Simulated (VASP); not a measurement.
The input files of a VASP run:

### KPOINTS
```
Automatic mesh
0
Gamma
7 7 7
0 0 0
```

### INCAR
```
SYSTEM = FeP
PREC = Accurate
ENCUT = 400
EDIFF = 1E-6
NELM = 100
ALGO = Normal
LREAL = .FALSE.
LASPH = .TRUE.
ISMEAR = 0
SIGMA = 0.05
GGA = PE
LMAXMIX = 4
ISPIN = 2
MAGMOM = 4.0 0.0
LORBIT = 10
LWAVE = .FALSE.
LCHARG = .FALSE.
ISIF = 2
```

### POSCAR
```
FeP
1
    1.7564950000     1.0141130000     3.0062330000
   -1.7564950000     1.0141130000     3.0062330000
    0.0000000000    -2.0282260000     3.0062330000
Fe P
1 1
Cartesian
  0.7624000000   0.7624000000   0.7624000000
  0.2376000000   0.2376000000   0.2376000000
```

POTCAR, in this order: Fe P (PBE.64 set). Program: vasp_std.

Problem. Does this input run properly? What does VASP do?

Solution. There is a fault: fractional coordinates stand under the word Cartesian. The run ends without an error. Against the sound run, the energy per atom (σ→0) rises by 25.440 eV/atom; the pressure rises by 249.40 GPa; the largest force rises by 162.750 eV/Å; the cell moment drops by 2.59 μB.

**standard output**
```
 POSCAR found type information on POSCAR FeP
 POSCAR found :  2 types and       2 ions
 Reading from existing POTCAR
 Reading from existing POTCAR
 LDA part: xc-table for (Slater+PW92), standard interpolation

 -----------------------------------------------------------------------------
|                                                                             |
|           W    W    AA    RRRRR   N    N  II  N    N   GGGG   !!!           |
|           W    W   A  A   R    R  NN   N  II  NN   N  G    G  !!!           |
|           W    W  A    A  R    R  N N  N  II  N N  N  G       !!!           |
|           W WW W  AAAAAA  RRRRR   N  N N  II  N  N N  G  GGG   !            |
|           WW  WW  A    A  R   R   N   NN  II  N   NN  G    G                |
|           W    W  A    A  R    R  N    N  II  N    N   GGGG   !!!           |
|                                                                             |
|     The distance between some ions is very small. Please check the          |
|     nearest-neighbor list in the OUTCAR file.                               |
|     I HOPE YOU KNOW WHAT YOU ARE DOING!                                     |
|                                                                             |
 -----------------------------------------------------------------------------

 POSCAR, INCAR and KPOINTS ok, starting setup
 WAVECAR not read
 entering main loop
       N       E                     dE             d eps       ncg     rms          rms(c)
DAV:   1     0.915280082133E+02    0.91528E+02   -0.57606E+03  8260   0.978E+02
DAV:   2     0.228248616471E+02   -0.68703E+02   -0.67171E+02  8668   0.250E+02
DAV:   3     0.171175998161E+02   -0.57073E+01   -0.56924E+01 10048   0.756E+01
DAV:   4     0.169523522809E+02   -0.16525E+00   -0.16521E+00  9580   0.138E+01
DAV:   5     0.169486370299E+02   -0.37153E-02   -0.37152E-02 10268   0.204E+00    0.281E+02
DAV:   6     0.345750483951E+02    0.17626E+02   -0.17314E+02  9660   0.193E+02    0.232E+02
DAV:   7     0.320350422841E+02   -0.25400E+01   -0.91389E+01  9316   0.188E+02    0.860E+01
DAV:   8     0.374837781370E+02    0.54487E+01   -0.42116E+01  9712   0.125E+02    0.288E+01
DAV:   9     0.376289370874E+02    0.14516E+00   -0.32495E+00 12252   0.298E+01    0.964E+00
DAV:  10     0.376420859492E+02    0.13149E-01   -0.23864E-01 11568   0.469E+00    0.461E+00
DAV:  11     0.376394052234E+02   -0.26807E-02   -0.43590E-02 10160   0.416E+00    0.259E+00
DAV:  12     0.376394678539E+02    0.62630E-04   -0.45782E-03 10044   0.820E-01    0.985E-01
DAV:  13     0.376397481476E+02    0.28029E-03   -0.19986E-03 11380   0.715E-01    0.306E-01
DAV:  14     0.376397450829E+02   -0.30647E-05   -0.19447E-04 10572   0.129E-01    0.227E-01
DAV:  15     0.376397444798E+02   -0.60312E-06   -0.29140E-05 11424   0.558E-02    0.379E-02
DAV:  16     0.376397446380E+02    0.15818E-06   -0.31760E-06  8412   0.285E-02
   1 F= 0.37639745E+02 E0= 0.37641110E+02  d E =-.273030E-02  mag=    -0.0001
```

OUTCAR:
```
------------------------ aborting loop because EDIFF is reached ----------------------------------------
  FORCE on cell =-STRESS in cart. coord.  units (eV):
  Direction    XX          YY          ZZ          XY          YZ          ZX
  --------------------------------------------------------------------------------------
  Total       46.6652635     46.7610809     47.8062324     49.5558489     49.3464642     49.5843560
  in kB     2327.0041031   2331.7821218   2383.8995136   2471.1456665   2460.7045127   2472.5671977
  external PRESSURE =    2347.5619129 kB  Pullay stress =       0.0000000 kB
  volume of cell :       32.13
      direct lattice vectors                 reciprocal lattice vectors
     1.756495000  1.014113000  3.006233000     0.284657799  0.164347234  0.110880738
    -1.756495000  1.014113000  3.006233000    -0.284657799  0.164347234  0.110880738
     0.000000000 -2.028226000  3.006233000     0.000000000 -0.328694468  0.110880738
 POSITION                                       TOTAL-FORCE (eV/Angst)
 -----------------------------------------------------------------------------------
     -0.99409     -0.25171      6.77487        93.763170     94.079178     94.361729
     -1.51889     -0.77651      6.25007       -93.763170    -94.079178    -94.361729
 -----------------------------------------------------------------------------------
    total drift:                                0.000527     -0.001059     -0.001155
  FREE ENERGIE OF THE ION-ELECTRON SYSTEM (eV)
  ---------------------------------------------------
  free  energy   TOTEN  =        37.6397446380 eV

  energy  without entropy=       37.6424749369  energy(sigma->0) =       37.64110979

 total charge

# of ion       s       p       d       tot
------------------------------------------
    1        0.558   1.010   9.096  10.664
    2        0.858   1.483   0.000   2.341
--------------------------------------------------
tot          1.416   2.493   9.096  13.004

 magnetization (x)

# of ion       s       p       d       tot
------------------------------------------
    1        0.000   0.000   0.000   0.000
    2        0.000   0.000   0.000   0.000
--------------------------------------------------
tot          0.000   0.000   0.000   0.000
```
(Selected blocks of OUTCAR.)

To mend it, correct POSCAR.
**POSCAR**
```
FeP
1
    1.7564950000     1.0141130000     3.0062330000
   -1.7564950000     1.0141130000     3.0062330000
    0.0000000000    -2.0282260000     3.0062330000
Fe P
1 1
Direct
  0.7624000000   0.7624000000   0.7624000000
  0.2376000000   0.2376000000   0.2376000000
```
The mended run (PBE GGA, plane waves, VASP's PBE PAW potentials (set 64)) converges, and its OSZICAR ends with
```
   1 F= -.13240482E+02 E0= -.13239399E+02  d E =-.216564E-02  mag=     2.5897
```

The structure was generated: FeP was put into the alpha-GeTe type (R3m), which need not be its known phase. The cell was not relaxed at this level, atoms are displaced from their ideal sites.
